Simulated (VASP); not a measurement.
The input files of a VASP run:

**POSCAR**
```
CuI
1
    0.0000000000     2.9724979407     2.9724979407
    2.9724979407     0.0000000000     2.9724979407
    2.9724979407     2.9724979407    -0.0000000000
Cu I
1 1
Direct
  0.0000000000   0.0000000000   0.0000000000
  0.2500000000   0.2500000000   0.2500000000
```

File KPOINTS:
```
Automatic mesh
0
Gamma
8 8 8
0 0 0
```

**INCAR**
```
ALGO=Normal
EDIFF=1E-6
EDIFFG=-0.02
ENCUT=500
GGA=PS
IBRION=2
ISIF=3
ISMEAR=0
LASPH=.True.
LCHARG=.False.
LMAXMIX=4
LREAL=.False.
LWAVE=.False.
NELM=100
NSW=40
PREC=Accurate
PSTRESS=50
SIGMA=0.05
SYSTEM=CuI
```

POTCAR, in this order: Cu I (PBE.64 set). Program: vasp_std.

Problem. Translate this PBEsol calculation to Ansatz.

Solution. One equivalent input (not run):
Ansatz 0.2 input:
```yaml
crystal:
  lattice:
    - [0.0000000, 2.9724979, 2.9724979]
    - [2.9724979, 0.0000000, 2.9724979]
    - [2.9724979, 2.9724979, 0.0000000]
  atoms:
    - { symbol: Cu, position: [0.0000000, 0.0000000, 0.0000000] }
    - { symbol: I, position: [0.2500000, 0.2500000, 0.2500000] }
kpoints:
  mp_grid: { grid: [8, 8, 8] }
hamiltonian:
  xc: pbesol
  pseudopotentials: { kind: paw }
scf:
  occupations: { method: gaussian, width: 0.05 }
  max_iter: 100
relax:
  max_steps: 40
  f_tol: 0.02
  cell: { p_target: 5 }
output: { forces: true, stress: true, eigenvalues: true }
```
Limits of the translation: each code has its own PAW files, so the cut-off isn't converted (ENCUT is set for VASP's; basis.ecutwfc is left out, and Ansatz then takes the one that its files recommend); Ansatz stops its SCF on the density residual and VASP on the energy change (EDIFF).

The compound is CuI in the zinc blende structure. This run relaxes it under an external pressure of 5 GPa. Symmetry was kept, so distortions that lower it aren't found.
